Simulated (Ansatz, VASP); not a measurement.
**ZnIn2Ga2O7 (glassy ZnIn2Ga2O7) in two plane-wave programs**

One calculation is typed for both programs; each brings its own data sets. How far apart do they land? Of the first pair: The structure shown is the start of the Ansatz relaxation below; VASP solves that cell, so the two are compared at the walk's first step.

Method: plane waves, with VASP 6.6.1 beside it; LDA, in Ansatz 0.2.0.

**1. Starting point**

The cell holds 180 atoms: 30 Ga, 30 In, 105 O and 15 Zn. Its edges and angles: a = 13.276 Å, b = 13.276 Å, c = 13.276 Å, α = 90.0°, β = 90.0°, γ = 90.0°. As first built, before any earlier steps moved the atoms or strained the cell (in the runner's words): 180 atoms (30 Fe, 30 Sc, 105 O, 15 Zn) placed at random at 4.03 g/cm^3, melted at 4500 K for 20 ps at fixed volume with the Morse and Coulomb pair potential with partial charges (Pedone, Malavasi, Menziani, Cormack and Segre, J. Phys. Chem. B 110, 11780 (2006)). Quenched from 4500 K to 300 K at 20 K/ps and fixed volume, held 5 ps. Then Fe was replaced by Ga, Sc was replaced by In (the potential has no terms for the new elements, so the cell is a start for a DFT relaxation).

**2. Ansatz: relaxation, LDA**

Ansatz runs on its default PAW (the set named soft_2) files.

The two programs are compared at the cell with which this relaxation starts, whose forces are those of its first step.

input.yaml reads:

```yaml
crystal:
  lattice:
    - [13.2759, 0.0, 0.0]
    - [0.0, 13.2759, 0.0]
    - [0.0, 0.0, 13.2759]
  atoms:
    - { symbol: Ga, position: [0.27612, 0.63669, 0.78001] }
    - { symbol: Ga, position: [0.48126, 0.07244, 0.87982] }
    - { symbol: Ga, position: [0.3038, 0.8688, 0.16744] }
    - { symbol: Ga, position: [0.03552, 0.01, 0.90858] }
    - { symbol: Ga, position: [0.82891, 0.24667, 0.07919] }
    - { symbol: Ga, position: [0.36248, 0.66428, 0.0074] }
    - { symbol: Ga, position: [0.50838, 0.8877, 0.02698] }
    - { symbol: Ga, position: [0.09134, 0.82564, 0.74806] }
    - { symbol: Ga, position: [0.66898, 0.10374, 0.68489] }
    - { symbol: Ga, position: [0.71142, 0.89137, 0.50691] }
    - { symbol: Ga, position: [0.31902, 0.9054, 0.39054] }
    - { symbol: Ga, position: [0.88818, 0.0709, 0.24287] }
    - { symbol: Ga, position: [0.09277, 0.11729, 0.36388] }
    - { symbol: Ga, position: [0.51909, 0.01884, 0.46027] }
    - { symbol: Ga, position: [0.25907, 0.05151, 0.98266] }
    - { symbol: Ga, position: [0.26844, 0.23867, 0.1861] }
    - { symbol: Ga, position: [0.50475, 0.92583, 0.66348] }
    - { symbol: Ga, position: [0.70442, 0.00492, 0.30921] }
    - { symbol: Ga, position: [0.91293, 0.87792, 0.33986] }
    - { symbol: Ga, position: [0.96895, 0.70089, 0.14815] }
    - { symbol: Ga, position: [0.80301, 0.09292, 0.89826] }
    - { symbol: Ga, position: [0.69307, 0.74461, 0.70616] }
    - { symbol: Ga, position: [0.16929, 0.81981, 0.97622] }
    - { symbol: Ga, position: [0.72982, 0.69887, 0.31392] }
    - { symbol: Ga, position: [0.60856, 0.69393, 0.0929] }
    - { symbol: Ga, position: [0.04226, 0.22808, 0.87391] }
    - { symbol: Ga, position: [0.51828, 0.77865, 0.46664] }
    - { symbol: Ga, position: [0.52047, 0.87956, 0.26184] }
    - { symbol: Ga, position: [0.89523, 0.41721, 0.92738] }
    - { symbol: Ga, position: [0.88185, 0.30682, 0.32611] }
[... 144 atom lines left out ...]
    - { symbol: Zn, position: [0.08335, 0.61396, 0.93945] }
    - { symbol: Zn, position: [0.21262, 0.64026, 0.16131] }
    - { symbol: Zn, position: [0.81684, 0.61438, 0.97758] }
    - { symbol: Zn, position: [0.58272, 0.56008, 0.88196] }
    - { symbol: Zn, position: [0.62654, 0.39198, 0.68126] }
    - { symbol: Zn, position: [0.84646, 0.91036, 0.74309] }
kpoints:
  mp_grid: { grid: [1, 1, 1] }
hamiltonian:
  xc: lda
scf:
  occupations: { method: fermi_dirac, width: 0.05 }
output:
  forces: true
relax:
  f_tol: 0.05
  max_steps: 150
  cell: {}
```

Run with:

```
$ ansatz run input.yaml --threads 16 --pin off --max-ram 31232MiB --backend cpu --events-out ev --progress --plain --runs-dir out
```

Numbers of over 12 decimals in the logs are rounded to 6 here.

Output:

```text
Engine: ansatz 0.2.0, aarch64-unknown-linux-gnu
Pseudopotentials: kind: paw
Pseudopotential: Ga, paw, valence charge 13, recommended cutoff 420 eV (normal), Ga.paw.azcp
Pseudopotential: In, paw, valence charge 13, recommended cutoff 420 eV (normal), In.paw.azcp
Pseudopotential: O, paw, valence charge 6, recommended cutoff 420 eV (normal), O.paw.azcp
Pseudopotential: Zn, paw, valence charge 12, recommended cutoff 420 eV (normal), Zn.paw.azcp
Functional definition: SPW92
  exchange = slater_x
  correlation = pw_c
Crystal: 180 atoms, lattice volume = 2339.871 Å³
Basis set: ecut = 420 eV, 45817 PW (Γ)
Bands: 975, of which v1, the nominal top of the filled ones, is band 795 counted from 1 (794 counted from 0)
Symmetry: 1 space group operations
Space group: P1 (ITA 1), of the structure as read, at distance tolerance 1.3e-4 Å
k-points: 1
Non-local potential: Ga, projectors of the file, l = 0: 2, l = 1: 2, l = 2: 3, l = 3: 1
Non-local potential: In, projectors of the file, l = 0: 2, l = 1: 2, l = 2: 2, l = 3: 2
Non-local potential: O, projectors of the file, l = 0: 2, l = 1: 2, l = 2: 1
Non-local potential: Zn, projectors of the file, l = 0: 2, l = 1: 2, l = 2: 3, l = 3: 1
PAW form: soft (Blöchl's): semilocal exchange-correlation on the pseudo side does not see the compensation charge
PAW frozen core: Ga, regenerated for the run's functional, and the local potential with it (the file was generated under x = pbe(κ = 0.804, μ = 0.219515), c = pbe(β = 0.066725))
PAW frozen core: In, regenerated for the run's functional, and the local potential with it (the file was generated under x = pbe(κ = 0.804, μ = 0.219515), c = pbe(β = 0.066725))
PAW frozen core: O, regenerated for the run's functional, and the local potential with it (the file was generated under x = pbe(κ = 0.804, μ = 0.219515), c = pbe(β = 0.066725))
PAW frozen core: Zn, regenerated for the run's functional, and the local potential with it (the file was generated under x = pbe(κ = 0.804, μ = 0.219515), c = pbe(β = 0.066725))
PAW one-centre angular grid: Ga, 590 points (default); XC on 64 Gauss nodes
PAW one-centre angular grid: In, 590 points (default); XC on 64 Gauss nodes
PAW one-centre angular grid: O, 110 points (default); XC on 64 Gauss nodes
PAW one-centre angular grid: Zn, 590 points (default); XC on 64 Gauss nodes
Initial density: superposition of atomic densities (neutral atoms: chi_scale 0, normalization atom), corrected by the library's trained network
Initial wavefunctions: pseudopotential atomic-orbital guess
Functional: x = slater, c = lda
SCF iter   1: F=—  HF=-381925.152999 eV  |F-HF|=—  |Δ(HF+E_count)|=         —  Δρ=1.91e-2  dr2=7.51e0  ethr=1.77e-3  ⟨swp⟩=5.0  Hψ=3258  notcnv=0  defer=167
preconditioner: auto → LDOS  [insulator: Δε(μ)=0.300 eV  Ē_g=15.243 eV  σ=0.050 eV  W_gap=0.90  n_scr=690 (ndim 8)  ℏωp=30.6 eV  f_vac=0.085  D(μ)=4.44/eV (n_scr^D=6)  ε∞_Penn≈5.0  β→1.0]
SCF iter   2: F=—  HF=-381927.772062 eV  |F-HF|=—  |Δ(HF+E_count)|=    2.62e0  Δρ=3.05e-2  dr2=1.68e1  ethr=4.72e-4  ⟨swp⟩=3.0  Hψ=1930  notcnv=0  defer=173  recentre
preconditioner: auto → Resta (q_TF=auto, 2.558 Å⁻¹)  ε∞=5.0  [insulator: Δε(μ)=0.624 eV  Ē_g=15.376 eV  σ=0.050 eV  W_gap=1.00  n_scr=690 (ndim 8)  ℏωp=30.6 eV  f_vac=0.078  D(μ)=0.19/eV (n_scr^D=0)  ε∞_Penn≈5.0  β→0.5]
SCF iter   3: F=—  HF=-381923.114759 eV  |F-HF|=—  |Δ(HF+E_count)|=    4.66e0  Δρ=2.21e-3  dr2=7.87e-2  ethr=4.72e-4  ⟨swp⟩=2.0  Hψ=1604  notcnv=0  defer=173
SCF iter   4: F=—  HF=-381923.090843 eV  |F-HF|=—  |Δ(HF+E_count)|=   2.39e-2  Δρ=1.05e-3  dr2=2.03e-2  ethr=4.95e-6  ⟨swp⟩=2.0  Hψ=1814  notcnv=0  defer=173
SCF iter   5: F=—  HF=-381923.085539 eV  |F-HF|=—  |Δ(HF+E_count)|=   5.30e-3  Δρ=3.30e-4  dr2=2.81e-3  ethr=1.28e-6  ⟨swp⟩=2.0  Hψ=1494  notcnv=0  defer=173
SCF iter   6: F=—  HF=-381923.084976 eV  |F-HF|=—  |Δ(HF+E_count)|=   5.63e-4  Δρ=1.43e-4  dr2=5.74e-4  ethr=1.77e-7  ⟨swp⟩=2.0  Hψ=1498  notcnv=0  defer=173
SCF iter   7: F=—  HF=-381923.084938 eV  |F-HF|=—  |Δ(HF+E_count)|=   3.85e-5  Δρ=6.78e-5  dr2=1.42e-4  ethr=3.61e-8  ⟨swp⟩=2.0  Hψ=1501  notcnv=0  defer=173
SCF iter   8: F=—  HF=-381923.084910 eV  |F-HF|=—  |Δ(HF+E_count)|=   2.77e-5  Δρ=3.13e-5  dr2=3.10e-5  ethr=8.91e-9  ⟨swp⟩=2.0  Hψ=1504  notcnv=0  defer=173
SCF iter   9: F=—  HF=-381923.086089 eV  |F-HF|=—  |Δ(HF+E_count)|=   1.18e-3  Δρ=1.03e-5  dr2=3.34e-6  ethr=1.95e-9  ⟨swp⟩=2.0  Hψ=1500  notcnv=0  defer=173
SCF iter  10: F=—  HF=-381923.086089 eV  |F-HF|=—  |Δ(HF+E_count)|=   3.73e-7  Δρ=6.59e-6  dr2=1.27e-6  ethr=2.10e-10  ⟨swp⟩=2.0  Hψ=1597  notcnv=0  defer=173
SCF iter  11: F=—  HF=-381923.086089 eV  |F-HF|=—  |Δ(HF+E_count)|=   4.12e-8  Δρ=3.11e-6  dr2=3.24e-7  ethr=8.01e-11  ⟨swp⟩=2.0  Hψ=1597  notcnv=0  defer=173
[...]
- { symbol: O, position: [0.584610, 0.247531, 0.636762] }
    - { symbol: O, position: [0.736112, 0.226344, 0.800179] }
    - { symbol: O, position: [0.359696, 0.212644, 0.305959] }
    - { symbol: O, position: [0.631817, 0.965676, 0.205373] }
    - { symbol: O, position: [0.046221, 0.738739, 0.863615] }
    - { symbol: O, position: [0.254013, 0.761030, 0.086110] }
    - { symbol: O, position: [0.560490, 0.178745, 0.170446] }
    - { symbol: O, position: [0.842113, 0.930239, 0.246980] }
    - { symbol: O, position: [0.276647, 0.553045, 0.062503] }
    - { symbol: O, position: [0.229198, 0.826115, 0.482795] }
    - { symbol: O, position: [0.269693, 0.134452, 0.622675] }
    - { symbol: O, position: [1.041989, 0.573122, 0.220718] }
    - { symbol: O, position: [0.789678, 0.558960, 0.394537] }
    - { symbol: O, position: [0.753493, 0.325043, 0.169028] }
    - { symbol: O, position: [0.610397, 0.660821, 0.420311] }
    - { symbol: O, position: [0.170549, 0.530124, 0.834026] }
    - { symbol: O, position: [0.371829, 0.722930, 0.726937] }
    - { symbol: O, position: [-0.030004, 0.717876, 0.652960] }
    - { symbol: O, position: [0.744234, 0.186889, 0.000170822] }
    - { symbol: O, position: [0.941092, 0.101537, 0.879503] }
    - { symbol: O, position: [0.778749, 0.968819, 1.008376] }
    - { symbol: O, position: [0.437358, 0.988020, 0.333110] }
    - { symbol: O, position: [0.162593, 0.179865, 0.231005] }
    - { symbol: O, position: [0.872430, 0.542290, 0.100485] }
[...]
- { symbol: O, position: [0.366873, 0.328060, 0.489635] }
    - { symbol: O, position: [0.603961, 0.116591, 0.378074] }
    - { symbol: O, position: [0.796531, 0.791837, 0.421644] }
    - { symbol: O, position: [0.356145, 0.524861, 0.717941] }
    - { symbol: O, position: [0.571899, 0.00714802, 0.977634] }
    - { symbol: O, position: [0.766546, 0.116890, 0.233724] }
    - { symbol: O, position: [0.386824, 0.968862, 0.949716] }
    - { symbol: O, position: [0.861538, 0.747667, 0.042766] }
    - { symbol: Zn, position: [0.038264, 0.384639, 0.524044] }
    - { symbol: Zn, position: [0.567931, 0.236767, 0.488972] }
    - { symbol: Zn, position: [0.917435, 0.813084, 0.918923] }
    - { symbol: Zn, position: [0.880388, 0.754807, 0.541306] }
    - { symbol: Zn, position: [0.472723, 0.114829, 0.270012] }
    - { symbol: Zn, position: [0.420240, 0.436156, 0.828998] }
    - { symbol: Zn, position: [0.294278, 0.260808, 0.851521] }
    - { symbol: Zn, position: [0.287537, 0.804472, 0.621140] }
    - { symbol: Zn, position: [0.082284, 0.926099, 0.152357] }
    - { symbol: Zn, position: [0.045231, 0.599162, 0.908662] }
    - { symbol: Zn, position: [0.187681, 0.631162, 0.159105] }
    - { symbol: Zn, position: [0.817613, 0.615961, 0.973943] }
    - { symbol: Zn, position: [0.581154, 0.576890, 0.878929] }
    - { symbol: Zn, position: [0.608470, 0.394158, 0.677929] }
    - { symbol: Zn, position: [0.842174, 0.928651, 0.737122] }
```

**3. VASP: single point, LDA, start cell, pair 1**

The same cell, functional (in two slightly different forms), mesh and smearing now go to VASP, with its own data sets.

Lines of VASP's logs that name or quote its potential files are left out, and so is its time.

INCAR reads:

```
SYSTEM = ZnIn2Ga2O7
PREC = Accurate
ENCUT = 520
EDIFF = 1E-06
NELM = 120
ISMEAR = -1
SIGMA = 0.05
LREAL = Auto
ALGO = Normal
GGA = PW92
NBANDS = 922
LORBIT = 11
LWAVE = .FALSE.
LCHARG = .FALSE.
ISIF = 2
LASPH = .TRUE.
GGA_COMPAT = .FALSE.
EFERMI = MIDGAP
```

POSCAR reads:

```
ZnIn2Ga2O7
1.0
   13.2759000000      0.0000000000      0.0000000000
    0.0000000000     13.2759000000      0.0000000000
    0.0000000000      0.0000000000     13.2759000000
Ga In O Zn
30 30 105 15
Direct
    0.2761168734      0.6366875315      0.7800073818
    0.4812630405      0.0724395333      0.8798198239
    0.3037986125      0.8687998554      0.1674387424
    0.0355230154      0.0100030883      0.9085787028
    0.8289080213      0.2466725420      0.0791886049
    0.3624763670      0.6642788813      0.0073968620
    0.5083798462      0.8876987624      0.0269812216
    0.0913384403      0.8256389397      0.7480622783
    0.6689791276      0.1037368465      0.6848876536
    0.7114169284      0.8913670636      0.5069110192
    0.3190216859      0.9054000105      0.3905422608
    0.8881808390      0.0709029143      0.2428686567
    0.0927696051      0.1172877168      0.3638774019
    0.5190909844      0.0188386475      0.4602701135
    0.2590709481      0.0515068658      0.9826603093
    0.2684413109      0.2386730843      0.1860966112
    0.5047492072      0.9258280041      0.6634804420
    0.7044192861      0.0049186872      0.3092069088
    0.9129324566      0.8779216475      0.3398564316
    0.9689512575      0.7008865689      0.1481481481
    0.8030114719      0.0929202540      0.8982592517
    0.6930678899      0.7446124180      0.7061592811
    0.1692917241      0.8198088265      0.9762200679
    0.7298186940      0.6988678734      0.3139222200
    0.6085613781      0.6939265888      0.0928976567
    0.0422570221      0.2280824652      0.8739068538
    0.5182774802      0.7786515415      0.4666425628
    0.5204694220      0.8795637207      0.2618428882
    0.8952312084      0.4172071197      0.9273796880
    0.8818535843      0.3068191234      0.3261097176
[... 144 atom lines left out ...]
    0.0833465151      0.6139621419      0.9394466665
    0.2126183536      0.6402579110      0.1613073313
    0.8168410428      0.6143764265      0.9775834407
    0.5827175559      0.5600825556      0.8819590386
    0.6265413268      0.3919809580      0.6812570146
    0.8464586205      0.9103563600      0.7430908639
```

KPOINTS reads:

```
Automatic mesh
0
Gamma
1 1 1
0 0 0
```

PAW data sets: Ga_d, In_d, O and Zn (LDA family, release 64).

Run with:

```
$ export OMP_NUM_THREADS=3
$ mpirun -np 1 vasp_gam
```

Output:

```text
[banner, memory and clock lines left out]
running    1 mpi-ranks, on    1 nodes
[...]
Offloading initialized ...    1 GPUs detected
[...]
|                                                                             |
|               ----> ADVICE to this user running VASP <----                  |
|                                                                             |
|     You enforced a specific xc type in the INCAR file but a different       |
|     [... a line on the potential file left out ...]
|     I HOPE YOU KNOW WHAT YOU ARE DOING!                                     |
|                                                                             |

 LDA part: xc-table for (Slater(with rela. corr.)+PW92), standard interpolation
 POSCAR, INCAR and KPOINTS ok, starting setup
[...]
entering main loop
       N       E                     dE             d eps       ncg     rms          rms(c)
DAV:   1     0.418158563082E+05    0.41816E+05   -0.61765E+05  1844   0.312E+03
DAV:   2     0.106503596329E+05   -0.31165E+05   -0.29735E+05  1852   0.961E+02
DAV:   3     0.755789608979E+03   -0.98946E+04   -0.93829E+04  2180   0.403E+02
DAV:   4    -0.106164064030E+04   -0.18174E+04   -0.17524E+04  2120   0.177E+02
[...]
DAV:  24    -0.110395320884E+04    0.13028E-05   -0.21477E-06  1192   0.644E-03    0.403E-02
DAV:  25    -0.110395320358E+04    0.52585E-05   -0.81800E-06  2280   0.234E-02    0.268E-02
DAV:  26    -0.110395320263E+04    0.94391E-06   -0.52826E-06  1504   0.120E-02
   1 F= -.11039532E+04 E0= -.11039469E+04  d E =-.127005E-01
```

From OUTCAR (step 3):

```text
  Total     -159.5027921   -136.8651165   -146.9982154      6.7565835      5.0834648      7.5981291
  in kB     -109.2161731    -93.7155021   -100.6539279      4.6264281      3.4807953      5.2026587
  external PRESSURE =    -101.1952010 kB  Pullay stress =       0.0000000 kB

  FREE ENERGIE OF THE ION-ELECTRON SYSTEM (eV)
  ---------------------------------------------------
  free  energy   TOTEN  =     -1103.9532026347 eV

  energy  without entropy=    -1103.9405021847  energy(sigma->0) =    -1103.94685241

[... 3 further parts left out ...]
[key lines of the parts left out:]
E-fermi :   3.5157
```

The run ends at a pressure of -10.12 GPa, with forces up to 2.9 eV/Å.

**4. Differences**

Known differences besides the potentials themselves: the two LDA forms differ slightly; the cutoff is 420 eV in Ansatz and 520 eV in VASP (PREC = Accurate, projectors in real space); VASP's log shows a relativistic correction to its local exchange, Ansatz's none. Total energies have different zeros and are not compared.

Forces on 10 of the 180 atoms, those with the largest forces and the largest differences (eV/Å; atoms numbered as in POSCAR):

```tsv
atom	Ansatz x, y, z	VASP x, y, z
In31	-1.974, -1.367, 1.564	-1.980, -1.411, 1.565
In40	1.652, -1.528, -0.833	1.659, -1.508, -0.830
In49	1.253, -1.496, 1.478	1.244, -1.511, 1.491
O63	0.856, 1.044, 1.913	0.883, 1.059, 1.916
O67	-1.146, 0.232, -1.794	-1.144, 0.227, -1.791
O92	-0.733, 0.671, 0.522	-0.811, 0.693, 0.558
O118	0.736, 0.167, -0.228	0.638, 0.157, -0.168
O123	0.277, -0.498, 2.627	0.281, -0.471, 2.614
O128	-0.272, -0.046, -2.475	-0.307, -0.053, -2.504
O145	0.158, -1.040, -0.964	0.208, -1.068, -0.883
```

The forces differ by 25 meV/Å r.m.s., which is 3.6 % of the r.m.s. force of 0.707 eV/Å (both taken over all components). VASP's last cycles still show a density residual of 3e-03, so its state may not be settled.

(Continued in part 2 of 2.)

[Lines on the potential files, build, host, timing and source positions are cut from VASP's logs without a mark.]

[Logs are printed without paths, hosts, clocks, repeated set-up lines and the standing remarks that a program may print on its own settings, such as how far it seeks lower states.]

[Hosts, paths, dates, database ids (printed as entryN), source tags and the programs' standing remarks are cut or masked in the printed files.]
